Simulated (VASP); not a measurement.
Here is the system:

```yaml
crystal:
  lattice:
    - [0.00000, 3.16439, 3.16439]
    - [3.16439, 0.00000, 3.16439]
    - [12.72581, 12.72581, -0.06824]
  atoms:
    - { symbol: Zn, position: [0.99987, 0.99987, 0.00010] }
    - { symbol: Te, position: [0.26146, 0.26146, 0.05390] }
    - { symbol: Te, position: [0.25274, 0.25274, 0.31044] }
    - { symbol: Te, position: [0.24497, 0.24497, 0.56628] }
    - { symbol: Te, position: [0.23824, 0.23824, 0.82132] }
    - { symbol: Mg, position: [0.00878, 0.00878, 0.24341] }
    - { symbol: Mg, position: [0.00085, 0.00085, 0.49936] }
    - { symbol: Mg, position: [0.99308, 0.99308, 0.75519] }
```

All values below come from PBEsol GGA, VASP's PBE PAW potentials (set 64) (plane waves; VASP). Numerical set-up: 400 eV cut-off, Gaussian smearing of 0.050 eV, potentials Zn Te Mg.

Unless said otherwise, spin-orbit coupling is left out, though it shifts the bands of the heavy elements here.

Give the energies of bands 12 to 25 at the high-symmetry points, in eV from the valence-band maximum.

```
band      Γ      T     H2      L     S0      F
----  -----  -----  -----  -----  -----  -----
12    -2.18  -1.25  -3.07  -3.35  -3.06  -3.30
13    -0.59  -0.78  -3.02  -3.22  -3.02  -3.14
14    -0.59  -0.57  -2.43  -1.79  -2.43  -1.90
15    -0.40  -0.56  -2.35  -1.77  -2.30  -1.74
16    -0.40  -0.47  -2.18  -1.52  -2.25  -1.54
17    -0.30  -0.47  -2.15  -1.26  -2.12  -1.51
18    -0.30  -0.22  -1.31  -1.25  -1.33  -1.14
19    -0.08  -0.22  -1.24  -1.00  -1.22  -0.99
20     0.00  -0.03  -1.13  -0.80  -1.15  -0.61
21     0.00  -0.03  -1.09  -0.67  -1.06  -0.57
22     1.52   1.73   3.27   2.58   3.25   2.43
23     2.64   2.99   3.53   2.87   3.62   2.52
24     3.26   3.16   3.95   3.13   3.79   3.19
25     3.42   3.26   4.11   3.55   4.23   3.43
```

The gap is direct, 1.52 eV, from the valence maximum at Γ to the conduction minimum at Γ.

The structure was generated: Mg3ZnTe4 was put into an ordered model structure (R3m), which need not be its known phase. It was relaxed first.
